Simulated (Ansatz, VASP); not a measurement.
# SiC: VASP beside Ansatz, part 2 of 3

Aim: how closely do two programs agree when they are given the same cell, functional and k mesh? The cell is taken from a series of runs on this material, whose earlier steps may have relaxed, scaled, displaced or heated it; both programs get it as it stands.

VASP 6.6.1 and Ansatz 0.2.0.

So far: Starting point; VASP: zone-centre phonons, LDA.

### Step 2. VASP: zone-centre phonons, LDA (continued)

Level of this step: LDA; plane waves and PAW (C, Si) (VASP).

Parts of OUTCAR (step 2):

```text
ion  position               nearest neighbor table
   1  0.667  0.333  0.749-   7 1.87   7 1.87   7 1.87   5 1.87
   2  0.333  0.667  0.249-   8 1.87   8 1.87   8 1.87   6 1.87
   3  1.000  0.000  0.500-   7 1.86   6 1.87   6 1.87   6 1.87
   4  0.000  1.000  0.000-   8 1.86   5 1.87   5 1.87   5 1.87
   5  0.667  0.333  0.938-   1 1.87   4 1.87   4 1.87   4 1.87   7 3.04   7 3.04   7 3.04   8 3.04
                             8 3.04   8 3.04
   6  0.333  0.667  0.438-   2 1.87   3 1.87   3 1.87   3 1.87   8 3.04   8 3.04   8 3.04   7 3.04
                             7 3.04   7 3.04
   7  1.000  0.000  0.688-   3 1.86   1 1.87   1 1.87   1 1.87   5 3.04   5 3.04   5 3.04   6 3.04
                             6 3.04   6 3.04
   8  0.000  1.000  0.188-   4 1.86   2 1.87   2 1.87   2 1.87   6 3.04   6 3.04   6 3.04   5 3.04
                             5 3.04   5 3.04

  LATTYP: Found a hexagonal cell.
 ALAT       =     3.0615891815
 C/A-ratio  =     3.2375562640

 Subroutine GETGRP returns: Found 12 space group operations
 (whereof  6 operations were pure point group operations)

The static configuration has the point symmetry C_3v.
 The point group associated with its full space group is C_6v.

 Found     36 irreducible k-points:

   k-points           NKPTS =     36   k-points in BZ     NKDIM =     36   number of bands    NBANDS=     24

   dimension x,y,z NGX =    24 NGY =   24 NGZ =   80
   dimension x,y,z NGXF=    48 NGYF=   48 NGZF=  160

   ENCUT  =  600.0 eV  44.10 Ry    6.64 a.u.   6.11  6.11 19.80*2*pi/ulx,y,z

   NELECT =      32.0000    total number of electrons

 k-points in reciprocal lattice and weights: Automatic mesh
   0.00000000  0.00000000  0.00000000       0.003
   0.11111111 -0.00000000  0.00000000       0.019
   0.22222222  0.00000000  0.00000000       0.019
   0.33333333 -0.00000000  0.00000000       0.019
   0.44444444  0.00000000  0.00000000       0.019
   0.11111111  0.11111111  0.00000000       0.019
   0.22222222  0.11111111  0.00000000       0.037
   0.33333333  0.11111111  0.00000000       0.037
   0.44444444  0.11111111  0.00000000       0.019
[...]
0.33333333  0.22222222  0.50000000       0.037
   0.33333333  0.33333333  0.50000000       0.006

 average (electrostatic) potential at core
       1 -48.5931       2 -48.5931       3 -48.6593       4 -48.6593       5 -81.5662
       6 -81.5662       7 -81.5182       8 -81.5182

   1 f  =   28.101694 THz   176.568152 2PiTHz  937.371619 cm-1   116.219216 meV
             X         Y         Z           dx          dy          dz
      1.530795  0.883805  7.428828     0.000000   -0.000000    0.187529
      0.000000  1.767609  2.472794    -0.000000    0.000000   -0.187529
      3.061589  0.000000  4.957544     0.000000    0.000000    0.588750
     -1.530795  2.651414  0.001510     0.000000    0.000000   -0.588750
      1.530795  0.883805  9.298775    -0.000000   -0.000000    0.162577
     -0.000000  1.767609  4.342741    -0.000000   -0.000000   -0.162577
      3.061589  0.000000  6.821949    -0.000000    0.000000   -0.302945
     -1.530795  2.651414  1.865916     0.000000   -0.000000    0.302945

   2 f  =   27.839239 THz   174.919100 2PiTHz  928.617070 cm-1   115.133791 meV
             X         Y         Z           dx          dy          dz
      1.530795  0.883805  7.428828     0.000000   -0.000000   -0.586402
      0.000000  1.767609  2.472794    -0.000000    0.000000    0.586402
      3.061589  0.000000  4.957544     0.000000    0.000000    0.189320
     -1.530795  2.651414  0.001510    -0.000000    0.000000   -0.189320
      1.530795  0.883805  9.298775    -0.000000    0.000000    0.303523
     -0.000000  1.767609  4.342741     0.000000   -0.000000   -0.303523
      3.061589  0.000000  6.821949    -0.000000    0.000000    0.167822
     -1.530795  2.651414  1.865916     0.000000   -0.000000   -0.167822

   3 f  =   25.667599 THz   161.274279 2PiTHz  856.178934 cm-1   106.152611 meV
             X         Y         Z           dx          dy          dz
      1.530795  0.883805  7.428828    -0.000000    0.000000   -0.479482
      0.000000  1.767609  2.472794    -0.000000   -0.000000   -0.479482
      3.061589  0.000000  4.957544    -0.000000   -0.000000    0.518756
     -1.530795  2.651414  0.001510    -0.000000   -0.000000    0.518756
      1.530795  0.883805  9.298775     0.000000    0.000000    0.005275
     -0.000000  1.767609  4.342741     0.000000    0.000000    0.005275
      3.061589  0.000000  6.821949    -0.000000   -0.000000   -0.031007
     -1.530795  2.651414  1.865916     0.000000    0.000000   -0.031007

   4 f  =   24.092031 THz   151.374693 2PiTHz  803.623642 cm-1    99.636588 meV
             X         Y         Z           dx          dy          dz
      1.530795  0.883805  7.428828     0.359617    0.201509   -0.000000
      0.000000  1.767609  2.472794     0.359617    0.201509   -0.000000
      3.061589  0.000000  4.957544     0.370415    0.207559    0.000000
     -1.530795  2.651414  0.001510     0.370415    0.207559    0.000000
      1.530795  0.883805  9.298775    -0.240915   -0.134995   -0.000000
     -0.000000  1.767609  4.342741    -0.240915   -0.134995   -0.000000
      3.061589  0.000000  6.821949    -0.236538   -0.132542   -0.000000
     -1.530795  2.651414  1.865916    -0.236538   -0.132542   -0.000000

   5 f  =   24.092031 THz   151.374693 2PiTHz  803.623642 cm-1    99.636588 meV
             X         Y         Z           dx          dy          dz
      1.530795  0.883805  7.428828    -0.201509    0.359617   -0.000000
      0.000000  1.767609  2.472794    -0.201509    0.359617   -0.000000
      3.061589  0.000000  4.957544    -0.207559    0.370415   -0.000000
     -1.530795  2.651414  0.001510    -0.207559    0.370415   -0.000000
      1.530795  0.883805  9.298775     0.134995   -0.240915    0.000000
     -0.000000  1.767609  4.342741     0.134995   -0.240915    0.000000
      3.061589  0.000000  6.821949     0.132542   -0.236538    0.000000
     -1.530795  2.651414  1.865916     0.132542   -0.236538    0.000000

   6 f  =   23.925807 THz   150.330276 2PiTHz  798.079001 cm-1    98.949141 meV
             X         Y         Z           dx          dy          dz
      1.530795  0.883805  7.428828    -0.000000   -0.000000    0.441008
      0.000000  1.767609  2.472794     0.000000    0.000000    0.441008
      3.061589  0.000000  4.957544    -0.000000    0.000000    0.394831
     -1.530795  2.651414  0.001510    -0.000000    0.000000    0.394831
      1.530795  0.883805  9.298775     0.000000   -0.000000   -0.284262
     -0.000000  1.767609  4.342741     0.000000   -0.000000   -0.284262
      3.061589  0.000000  6.821949     0.000000    0.000000   -0.262325
     -1.530795  2.651414  1.865916    -0.000000   -0.000000   -0.262325

   7 f  =   23.792911 THz   149.495268 2PiTHz  793.646079 cm-1    98.399529 meV
             X         Y         Z           dx          dy          dz
      1.530795  0.883805  7.428828     0.424608    0.237926    0.000000
      0.000000  1.767609  2.472794    -0.424608   -0.237926    0.000000
      3.061589  0.000000  4.957544    -0.310963   -0.174246    0.000000
     -1.530795  2.651414  0.001510     0.310963    0.174246    0.000000
      1.530795  0.883805  9.298775    -0.218752   -0.122576   -0.000000
     -0.000000  1.767609  4.342741     0.218752    0.122576   -0.000000
      3.061589  0.000000  6.821949    -0.235966   -0.132222   -0.000000
     -1.530795  2.651414  1.865916     0.235966    0.132222   -0.000000

   8 f  =   23.792911 THz   149.495268 2PiTHz  793.646079 cm-1    98.399529 meV
             X         Y         Z           dx          dy          dz
      1.530795  0.883805  7.428828    -0.237926    0.424608    0.000000
      0.000000  1.767609  2.472794     0.237926   -0.424608    0.000000
      3.061589  0.000000  4.957544     0.174246   -0.310963    0.000000
     -1.530795  2.651414  0.001510    -0.174246    0.310963   -0.000000
      1.530795  0.883805  9.298775     0.122576   -0.218752    0.000000
     -0.000000  1.767609  4.342741    -0.122576    0.218752    0.000000
      3.061589  0.000000  6.821949     0.132222   -0.235966   -0.000000
     -1.530795  2.651414  1.865916    -0.132222    0.235966    0.000000

   9 f  =   23.536832 THz   147.886279 2PiTHz  785.104219 cm-1    97.340473 meV
             X         Y         Z           dx          dy          dz
      1.530795  0.883805  7.428828     0.308105    0.172647    0.000000
      0.000000  1.767609  2.472794    -0.308105   -0.172647    0.000000
      3.061589  0.000000  4.957544     0.423024    0.237043    0.000000
     -1.530795  2.651414  0.001510    -0.423024   -0.237043    0.000000
      1.530795  0.883805  9.298775     0.237952    0.133337   -0.000000
     -0.000000  1.767609  4.342741    -0.237952   -0.133337   -0.000000
      3.061589  0.000000  6.821949    -0.223651   -0.125323   -0.000000
     -1.530795  2.651414  1.865916     0.223651    0.125323   -0.000000

  10 f  =   23.536832 THz   147.886279 2PiTHz  785.104219 cm-1    97.340473 meV
             X         Y         Z           dx          dy          dz
      1.530795  0.883805  7.428828    -0.172647    0.308105   -0.000000
      0.000000  1.767609  2.472794     0.172647   -0.308105   -0.000000
      3.061589  0.000000  4.957544    -0.237043    0.423024    0.000000
     -1.530795  2.651414  0.001510     0.237043   -0.423024   -0.000000
      1.530795  0.883805  9.298775    -0.133337    0.237952    0.000000
     -0.000000  1.767609  4.342741     0.133337   -0.237952    0.000000
      3.061589  0.000000  6.821949     0.125323   -0.223651   -0.000000
     -1.530795  2.651414  1.865916    -0.125323    0.223651    0.000000

  11 f  =   23.349509 THz   146.709294 2PiTHz  778.855798 cm-1    96.565768 meV
             X         Y         Z           dx          dy          dz
      1.530795  0.883805  7.428828    -0.379887   -0.212865    0.000000
      0.000000  1.767609  2.472794    -0.379887   -0.212865   -0.000000
      3.061589  0.000000  4.957544     0.370243    0.207461   -0.000000
     -1.530795  2.651414  0.001510     0.370243    0.207461   -0.000000
    [... 145 further lines ...]
      3.061589  0.000000  6.821949     0.000000   -0.000000    0.418456
     -1.530795  2.651414  1.865916     0.000000   -0.000000    0.418456

 MACROSCOPIC STATIC DIELECTRIC TENSOR IONIC CONTRIBUTION
 ------------------------------------------------------
           3.297147     0.000000    -0.000000
           0.000000     3.297147    -0.000000
          -0.000000    -0.000000     3.582981
 ------------------------------------------------------

 ELASTIC MODULI CONTR FROM IONIC RELAXATION (kBar)
 Direction    XX          YY          ZZ          XY          YZ          ZX
 --------------------------------------------------------------------------------
 XX        -537.3105    304.1721    259.6115     -0.0000     -0.0000      0.0000
 YY         304.1721   -537.3105    259.6115     -0.0000      0.0000     -0.0000
 ZZ         259.6115    259.6115   -579.5599      0.0000     -0.0000     -0.0000
 XY          -0.0000     -0.0000      0.0000   -420.7413     -0.0000      0.0000
 YZ           0.0000      0.0000     -0.0000     -0.0000   -114.3119     -0.0000
 ZX           0.0000     -0.0000     -0.0000      0.0000     -0.0000   -121.9215
 --------------------------------------------------------------------------------

 PIEZOELECTRIC TENSOR IONIC CONTR  for field in x, y, z        (C/m^2)
          XX          YY          ZZ          XY          YZ          ZX
  --------------------------------------------------------------------------------
  x    -0.00000     0.00000     0.00000    -0.00000     0.00000     0.59512
  y    -0.00000    -0.00000     0.00000     0.00000     0.57597     0.00000
  z     0.60693     0.60693    -1.35445     0.00000    -0.00000     0.00000
```

(Continued in part 3 of 3.)

[Lines on the potential files, build, host, timing and source positions are cut from VASP's logs without a mark.]

[Logs are printed without paths, hosts, clocks, repeated set-up lines and the standing remarks that a program may print on its own settings, such as how far it seeks lower states.]

[Hosts, paths, dates, database ids (printed as entryN), source tags and the programs' standing remarks are cut or masked in the printed files.]
